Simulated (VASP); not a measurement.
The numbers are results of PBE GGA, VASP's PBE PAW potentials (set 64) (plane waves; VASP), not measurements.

VASP ran on this input.

File KPOINTS:
```
kpoints
0
G
 7 7 7
0 0 0
```

File POSCAR:
```
ZnSe
1
    0.0000000000     2.8671467967     2.8671467967
    2.8671467967     0.0000000000     2.8671467967
    2.8671467967     2.8671467967     0.0000000000
Zn Se
1 1
Direct
  0.0000000000   0.0000000000   0.0000000000
  0.2500000000   0.2500000000   0.2500000000
```

INCAR:
```
! general
SYSTEM   =  ZnSe
PREC     =  Accurate
ENCUT    =  530   ! plane-wave cut-off (eV)
LREAL    =  .FALSE.   ! projection in real space or not
LASPH    =  .TRUE.

! electronic loop
EDIFF    =  1E-7   ! SCF stop (eV)
NELM     =  100   ! most electronic steps
ALGO     =  Normal   ! blocked Davidson
LMAXMIX  =  4   ! l cut-off of mixed one-centre charges

! smearing
ISMEAR   =  0   ! Gaussian
SIGMA    =  0.05

! functional
GGA      =  PE   ! PBE

! ions
IBRION   =  6   ! finite differences
NSW      =  1   ! most ionic steps
ISIF     =  3   ! ions, shape and volume
POTIM    =  0.015   ! step
NFREE    =  2

! output
LWAVE    =  .FALSE.
LCHARG   =  .FALSE.
```

POTCAR, in this order: Zn Se (PBE.64 set). Program: vasp_std.

The resulting files:

### OUTCAR
```


   1 f  =    5.893186 THz    37.027979 2PiTHz  196.575523 cm-1    24.372248 meV

   2 f  =    5.893186 THz    37.027979 2PiTHz  196.575523 cm-1    24.372248 meV

   3 f  =    5.893186 THz    37.027979 2PiTHz  196.575523 cm-1    24.372248 meV

   4 f/i=    0.016383 THz     0.102939 2PiTHz    0.546487 cm-1     0.067756 meV

   5 f/i=    0.016383 THz     0.102939 2PiTHz    0.546487 cm-1     0.067756 meV

   6 f/i=    0.016383 THz     0.102939 2PiTHz    0.546487 cm-1     0.067756 meV

 ELASTIC MODULI CONTR FROM IONIC RELAXATION (kBar)
 Direction    XX          YY          ZZ          XY          YZ          ZX
 --------------------------------------------------------------------------------
 XX          -0.0000     -0.0000     -0.0000     -0.0000     -0.0000     -0.0000
 YY          -0.0000     -0.0000     -0.0000     -0.0000     -0.0000     -0.0000
 ZZ          -0.0000     -0.0000     -0.0000     -0.0000     -0.0000     -0.0000
 XY          -0.0000     -0.0000     -0.0000   -147.9968     -0.0000     -0.0000
 YZ          -0.0000     -0.0000     -0.0000     -0.0000   -147.9968      0.0000
 ZX          -0.0000     -0.0000     -0.0000     -0.0000      0.0000   -147.9968
 --------------------------------------------------------------------------------

 TOTAL ELASTIC MODULI (kBar)
 Direction    XX          YY          ZZ          XY          YZ          ZX
 --------------------------------------------------------------------------------
 XX         800.9508    457.2360    457.2360     -0.0000     -0.0000      0.0000
 YY         457.2360    800.9508    457.2360     -0.0000     -0.0000     -0.0000
 ZZ         457.2360    457.2360    800.9508     -0.0000     -0.0000     -0.0000
 XY          -0.0000     -0.0000     -0.0000    370.7313     -0.0000     -0.0000
 YZ          -0.0000     -0.0000     -0.0000     -0.0000    370.7313      0.0000
 ZX           0.0000     -0.0000     -0.0000     -0.0000      0.0000    370.7313
 --------------------------------------------------------------------------------
```
(Selected blocks of OUTCAR.)

The compound is ZnSe in the zinc blende structure. It was relaxed first.
